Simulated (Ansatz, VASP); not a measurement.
# KTaO3 in two plane-wave programs

Aim: how closely do two programs agree when they are given the same cell, functional and k mesh? The cell is taken from a series of runs on this material, whose earlier steps may have relaxed, scaled, displaced or heated it; both programs get it as it stands.

Calculated with Ansatz 0.2.0; plane waves, with VASP 6.6.1 beside it; zone-centre phonons at PBE.

### 1. The structure

Symmetry: Pm-3m, No. 221, cubic system. Conventional cell: a = 4.102 Å, b = 4.102 Å, c = 4.102 Å, α = 90.00°, β = 90.00°, γ = 90.00°. Nearest to O lie 2 Ta at 2.05 Å and 4 K at 2.90 Å. Nearest to K lie 12 O at 2.90 Å. Nearest to Ta lie 6 O at 2.05 Å. Farther neighbours and most contacts between anions are not listed.

As a file:

```
O K Ta
1.0
     4.10211    0.00000    0.00000
     0.00000    4.10211    0.00000
     0.00000    0.00000    4.10211
O K Ta
3 1 1
Direct
  0.50000 0.00000 0.00000
  0.00000 0.50000 0.00000
  0.00000 0.00000 0.50000
  0.50000 0.50000 0.50000
  0.00000 0.00000 0.00000
```

### 2. VASP: zone-centre phonons, PBE

Second derivatives magnify differences that forces hide, and they need a tight electronic threshold.

Lines of VASP's logs that name or quote its potential files are left out, and so is its time.

INCAR

```
SYSTEM = KTaO3
PREC = Accurate
ENCUT = 600
EDIFF = 1E-08
NELM = 120
ISMEAR = 0
SIGMA = 0.01
LREAL = .FALSE.
ALGO = Normal
GGA = PE
NBANDS = 25
LASPH = .TRUE.
LORBIT = 11
LWAVE = .FALSE.
LCHARG = .FALSE.
ISIF = 2
IBRION = 8
LEPSILON = .TRUE.
GGA_COMPAT = .FALSE.
EFERMI = MIDGAP
KPAR = 2
```

POSCAR

```
KTaO3
1.0
    4.1021061019      0.0000000000      0.0000000000
    0.0000000000      4.1021061019      0.0000000000
    0.0000000000      0.0000000000      4.1021061019
O K Ta
3 1 1
Direct
    0.5000000000      0.0000000000      0.0000000000
    0.0000000000      0.5000000000      0.0000000000
    0.0000000000      0.0000000000      0.5000000000
    0.5000000000      0.5000000000      0.5000000000
    0.0000000000      0.0000000000      0.0000000000
```

KPOINTS

```
Automatic mesh
0
Gamma
8 8 8
0 0 0
```

PAW data sets: O, K_sv and Ta_pv (PBE family, release 64).

On the command line:

```console
$ mpirun -np 2 vasp_std
```

Numbers of over 12 decimals in the logs are rounded to 6 here.

Output:

```text
[banner, memory and clock lines left out]
running    2 mpi-ranks, on    1 nodes
 distrk:  each k-point on    1 cores,    2 groups
 distr:  one band on    1 cores,    1 groups

 POSCAR found type information on POSCAR O K Ta
 POSCAR found :  3 types and       5 ions
 LDA part: xc-table for (Slater+PW92), standard interpolation
 POSCAR, INCAR and KPOINTS ok, starting setup
 FFT: planning ... GRIDC
 FFT: planning ... GRID_SOFT
 FFT: planning ... GRID
 WAVECAR not read
 entering main loop
       N       E                     dE             d eps       ncg     rms          rms(c)
DAV:   1     0.346753626086E+03    0.34675E+03   -0.22505E+04  1750   0.168E+03
DAV:   2    -0.294471580911E+02   -0.37620E+03   -0.36788E+03  2079   0.447E+02
DAV:   3    -0.491942439588E+02   -0.19747E+02   -0.19674E+02  2484   0.994E+01
DAV:   4    -0.498994362234E+02   -0.70519E+00   -0.70454E+00  2904   0.120E+01
DAV:   5    -0.499055143444E+02   -0.60781E-02   -0.60776E-02  2377   0.102E+00    0.290E+01
DAV:   6    -0.412548642065E+02    0.86507E+01   -0.43088E+01  2379   0.418E+01    0.112E+01
DAV:   7    -0.410553608926E+02    0.19950E+00   -0.29035E+00  2218   0.102E+01    0.788E+00
DAV:   8    -0.410054135924E+02    0.49947E-01   -0.62659E-01  2315   0.664E+00    0.293E+00
DAV:   9    -0.409733659187E+02    0.32048E-01   -0.63714E-02  2281   0.198E+00    0.522E-01
DAV:  10    -0.409711721844E+02    0.21937E-02   -0.18694E-02  2385   0.836E-01    0.205E-01
DAV:  11    -0.409709271905E+02    0.24499E-03   -0.23284E-03  2352   0.327E-01    0.451E-02
DAV:  12    -0.409709260626E+02    0.11279E-05   -0.17030E-04  2222   0.109E-01    0.174E-02
DAV:  13    -0.409709341319E+02   -0.80693E-05   -0.27885E-05  2428   0.345E-02    0.304E-03
DAV:  14    -0.409709345134E+02   -0.38157E-06   -0.70311E-07  2482   0.615E-03    0.329E-03
DAV:  15    -0.409709344743E+02    0.39159E-07   -0.25743E-07  2215   0.315E-03    0.346E-04
DAV:  16    -0.409709344772E+02   -0.29518E-08   -0.15527E-08  1823   0.960E-04
   1 F= -.40970934E+02 E0= -.40970934E+02  d E =0.000000E+00
 Linear response reoptimize wavefunctions to high precision
DAV:   1    -0.409709344669E+02    0.10364E-07   -0.54715E-09  1896   0.608E-04
DAV:   2    -0.409709344669E+02   -0.36380E-10   -0.29529E-10  1306   0.131E-04
 Linear response G [H, r] |phi>, progress :
  Direction:   1
       N       E                     dE             d eps       ncg     rms
RMM:   1    -0.134279163390E+03   -0.13428E+03    0.64203E+02  2888   0.199E+02
RMM:   2    -0.129290013260E+03    0.49892E+01   -0.29572E+01  2969   0.342E+01
RMM:   3    -0.129624386666E+03   -0.33437E+00   -0.35014E+00  3536   0.706E+00
RMM:   4    -0.129717506522E+03   -0.93120E-01   -0.57131E-01  3844   0.228E+00
RMM:   5    -0.129744166854E+03   -0.26660E-01   -0.13087E-01  4021   0.986E-01
RMM:   6    -0.129750996532E+03   -0.68297E-02   -0.38357E-02  4116   0.468E-01
RMM:   7    -0.129752503814E+03   -0.15073E-02    0.37017E-02  4207   0.254E-01
RMM:   8    -0.129753063521E+03   -0.55971E-03    0.46379E-03  4266   0.149E-01
RMM:   9    -0.129753231847E+03   -0.16833E-03   -0.19501E-02  4274   0.953E-02
RMM:  10    -0.129753272838E+03   -0.40991E-04    0.40384E-03  4224   0.635E-02
RMM:  11    -0.129753299895E+03   -0.27057E-04    0.67540E-04  4095   0.442E-02
RMM:  12    -0.129753311532E+03   -0.11637E-04   -0.63912E-04  3993   0.326E-02
RMM:  13    -0.129753314109E+03   -0.25773E-05   -0.46189E-05  3940   0.249E-02
RMM:  14    -0.129753316577E+03   -0.24680E-05    0.50762E-03  3895   0.203E-02
RMM:  15    -0.129753317939E+03   -0.13618E-05   -0.35995E-04  3864   0.172E-02
RMM:  16    -0.129753317214E+03    0.72454E-06   -0.69823E-04  3804   0.153E-02
RMM:  17    -0.129753317809E+03   -0.59476E-06   -0.20791E-04  3804   0.140E-02
RMM:  18    -0.129753319139E+03   -0.13304E-05   -0.13277E-04  3793   0.132E-02
RMM:  19    -0.129753319256E+03   -0.11660E-06    0.10913E-03  3788   0.127E-02
RMM:  20    -0.129753320116E+03   -0.85976E-06   -0.10599E-03  3765   0.123E-02
RMM:  21    -0.129753319983E+03    0.13242E-06    0.86195E-04  3770   0.121E-02
 Linear response G [H, r] |phi>, progress :
  Direction:   2
       N       E                     dE             d eps       ncg     rms
RMM:   1    -0.145724589724E+03   -0.14572E+03    0.48576E+02  2869   0.197E+02
RMM:   2    -0.147552912627E+03   -0.18283E+01   -0.30840E+01  2852   0.361E+01
RMM:   3    -0.147920696670E+03   -0.36778E+00   -0.37666E+00  3545   0.782E+00
RMM:   4    -0.148033833510E+03   -0.11314E+00   -0.65254E-01  3901   0.260E+00
RMM:   5    -0.148063747258E+03   -0.29914E-01   -0.14149E-01  4094   0.113E+00
RMM:   6    -0.148071113378E+03   -0.73661E-02   -0.39928E-02  4150   0.530E-01
RMM:   7    -0.148073017235E+03   -0.19039E-02    0.38276E-02  4238   0.282E-01
RMM:   8    -0.148073496216E+03   -0.47898E-03    0.98391E-04  4305   0.165E-01
RMM:   9    -0.148073656225E+03   -0.16001E-03   -0.67506E-03  4321   0.105E-01
[...]
RMM:  16    -0.940587629889E+00   -0.63138E-05   -0.37471E-06  7877   0.195E-03    0.433E-03
 change of polarisation eV/A/(eV/A) component  3 :    -0.176    -0.277     1.767
 dielectric tensor                  component  3 :    -0.462    -0.726     5.632
 Linear response DOF=           4
 Linear response progress:
  Degree of freedom:   1/  4
[...]
RMM:   8    -0.370633711552E+00   -0.45288E-05   -0.16682E-06 13902   0.226E-03    0.274E-04
RMM:   9    -0.370634522328E+00   -0.81078E-06    0.86796E-07 13881   0.129E-03    0.138E-04
RMM:  10    -0.370633480430E+00    0.10419E-05   -0.10034E-06 14287   0.846E-04    0.584E-05
RMM:  11    -0.370633359637E+00    0.12079E-06    0.62241E-07 14893   0.591E-04    0.378E-05
RMM:  12    -0.370633372852E+00   -0.13215E-07   -0.82560E-07 14694   0.465E-04    0.169E-05
RMM:  13    -0.370633401794E+00   -0.28942E-07    0.41503E-07 15107   0.385E-04    0.134E-05
RMM:  14    -0.370633456478E+00   -0.54684E-07   -0.68549E-07 14836   0.339E-04    0.303E-06
RMM:  15    -0.370633444318E+00    0.12161E-07    0.22362E-07 14591   0.308E-04    0.533E-06
RMM:  16    -0.370633446505E+00   -0.21869E-08   -0.36792E-07 14335   0.290E-04    0.273E-06
RMM:  17    -0.370633459193E+00   -0.12688E-07    0.32290E-07 14061   0.277E-04    0.326E-06
RMM:  18    -0.370633450068E+00    0.91248E-08   -0.37354E-07 13578   0.270E-04    0.219E-06
RMM:  19    -0.370633452635E+00   -0.25665E-08    0.21311E-07 12979   0.264E-04    0.240E-06
RMM:  20    -0.370633451941E+00    0.69401E-09   -0.18171E-07 12832   0.261E-04    0.225E-06
RMM:  21    -0.370633450600E+00    0.13407E-08    0.38428E-07 12730   0.259E-04    0.277E-06
RMM:  22    -0.370633449580E+00    0.10203E-08   -0.42609E-07 12798   0.257E-04    0.288E-06
RMM:  23    -0.370633449336E+00    0.24384E-09    0.25419E-07 12660   0.256E-04    0.321E-06
RMM:  24    -0.370633450733E+00   -0.13969E-08   -0.10456E-07 12594   0.255E-04    0.273E-06
 first order change of Fermi-energy   0.76523E-04
 force on displaced ion       1 direction 2 :   0.000  -5.108   0.000
 Born effective charge ion    1 direction 2 :   0.000  -1.649   0.000
 Linear response progress:
  Degree of freedom:   3/  4
       N       E                     dE             d eps       ncg     rms          rms(c)
RMM:   1    -0.313347022483E+00   -0.31335E+00    0.17922E-01  6418   0.251E+00
RMM:   2    -0.315109970222E+00   -0.17629E-02   -0.36615E-02  6668   0.646E-01    0.465E-02
RMM:   3    -0.316307284976E+00   -0.11973E-02   -0.75038E-03  7166   0.230E-01    0.261E-02
RMM:   4    -0.316588676370E+00   -0.28139E-03   -0.12479E-03  7782   0.741E-02    0.282E-02
RMM:   5    -0.316632375480E+00   -0.43699E-04   -0.31296E-04  7934   0.343E-02    0.220E-02
RMM:   6    -0.316665162236E+00   -0.32787E-04   -0.54341E-05  7316   0.233E-02    0.118E-02
RMM:   7    -0.316687621385E+00   -0.22459E-04   -0.11359E-05  7686   0.994E-03    0.234E-03
RMM:   8    -0.316694618290E+00   -0.69969E-05   -0.25677E-05  8178   0.488E-03    0.603E-04
RMM:   9    -0.316701099279E+00   -0.64810E-05   -0.59134E-06  7983   0.280E-03    0.104E-03
RMM:  10    -0.316700062584E+00    0.10367E-05   -0.43052E-06  7960   0.176E-03    0.461E-04
RMM:  11    -0.316698550989E+00    0.15116E-05   -0.12656E-06  8154   0.112E-03    0.292E-04
RMM:  12    -0.316697584787E+00    0.96620E-06   -0.49879E-07  8366   0.783E-04    0.136E-04
RMM:  13    -0.316697330762E+00    0.25403E-06    0.62826E-08  8281   0.570E-04    0.996E-05
RMM:  14    -0.316696749238E+00    0.58152E-06   -0.32053E-07  8234   0.472E-04    0.636E-05
[...]
RMM:  19    -0.316697016081E+00   -0.17483E-07    0.18072E-07  8145   0.279E-04    0.602E-05
RMM:  20    -0.316696964044E+00    0.52037E-07    0.53743E-09  8089   0.273E-04    0.500E-05
RMM:  21    -0.316696918619E+00    0.45425E-07   -0.92003E-08  8383   0.268E-04    0.431E-05
RMM:  22    -0.316696872348E+00    0.46271E-07   -0.13454E-07  8530   0.266E-04    0.333E-05
RMM:  23    -0.316696844649E+00    0.27699E-07    0.19338E-07  8048   0.263E-04    0.277E-05
RMM:  24    -0.316696846585E+00   -0.19353E-08   -0.15356E-07  7687   0.262E-04    0.287E-05
RMM:  25    -0.316696832319E+00    0.14265E-07    0.21752E-07  7952   0.261E-04    0.258E-05
RMM:  26    -0.316696834050E+00   -0.17304E-08    0.16437E-07  7637   0.260E-04    0.266E-05
 first order change of Fermi-energy  -0.23526E-03
 force on displaced ion       4 direction 1 :  -3.107  -0.000   0.000
 Born effective charge ion    4 direction 1 :   1.144   0.000   0.000
 Linear response progress:
  Degree of freedom:   4/  4
       N       E                     dE             d eps       ncg     rms          rms(c)
RMM:   1    -0.190700327272E+00   -0.19070E+00    0.80280E+00  4465   0.165E+01
RMM:   2    -0.214499297428E+00   -0.23799E-01   -0.33903E-02  5796   0.114E+00    0.137E-01
RMM:   3    -0.213166466676E+00    0.13328E-02   -0.16120E-03  6406   0.191E-01    0.736E-02
RMM:   4    -0.212093373789E+00    0.10731E-02   -0.24983E-04  6857   0.898E-02    0.269E-02
RMM:   5    -0.211799957360E+00    0.29342E-03   -0.26058E-05  7156   0.279E-02    0.673E-03
RMM:   6    -0.211725212976E+00    0.74744E-04   -0.68909E-06  7655   0.102E-02    0.203E-03
RMM:   7    -0.211720256788E+00    0.49562E-05   -0.21922E-06  7613   0.381E-03    0.671E-04
RMM:   8    -0.211719483703E+00    0.77308E-06   -0.11932E-06  8061   0.186E-03    0.333E-04
RMM:   9    -0.211720408280E+00   -0.92458E-06   -0.96081E-07  8088   0.113E-03    0.906E-05
RMM:  10    -0.211720868068E+00   -0.45979E-06   -0.11271E-06  8236   0.739E-04    0.274E-05
RMM:  11    -0.211720916506E+00   -0.48437E-07   -0.89528E-07  8906   0.517E-04    0.205E-05
RMM:  12    -0.211720963961E+00   -0.47456E-07   -0.67254E-07  8796   0.396E-04    0.159E-05
RMM:  13    -0.211721056705E+00   -0.92744E-07   -0.28746E-07  8325   0.330E-04    0.129E-05
RMM:  14    -0.211721000420E+00    0.56286E-07   -0.28035E-07  8474   0.279E-04    0.789E-06
RMM:  15    -0.211721011897E+00   -0.11477E-07   -0.17623E-07  8873   0.242E-04    0.745E-06
RMM:  16    -0.211720999460E+00    0.12437E-07   -0.16738E-07  8911   0.220E-04    0.115E-05
RMM:  17    -0.211721011022E+00   -0.11562E-07   -0.89234E-08  8776   0.203E-04    0.104E-05
RMM:  18    -0.211721015042E+00   -0.40201E-08   -0.14345E-07  8857   0.192E-04    0.117E-05
RMM:  19    -0.211721044419E+00   -0.29376E-07    0.76752E-08  8743   0.185E-04    0.773E-06
RMM:  20    -0.211721061250E+00   -0.16831E-07   -0.69626E-09  8942   0.179E-04    0.651E-06
RMM:  21    -0.211721067390E+00   -0.61405E-08    0.61885E-08  8854   0.174E-04    0.552E-06
 first order change of Fermi-energy   0.23170E-02
 force on displaced ion       5 direction 1 :   2.429  -0.000   0.000
 Born effective charge ion    5 direction 1 :   8.896   0.000   0.000
 Born effective charges drift removed
 Linear response finished
```

(Part 1 of 3 ends here.)

[Lines on the potential files, build, host, timing and source positions are cut from VASP's logs without a mark.]

[Logs are printed without paths, hosts, clocks, repeated set-up lines and the standing remarks that a program may print on its own settings, such as how far it seeks lower states.]

[Hosts, paths, dates, database ids (printed as entryN), source tags and the programs' standing remarks are cut or masked in the printed files.]
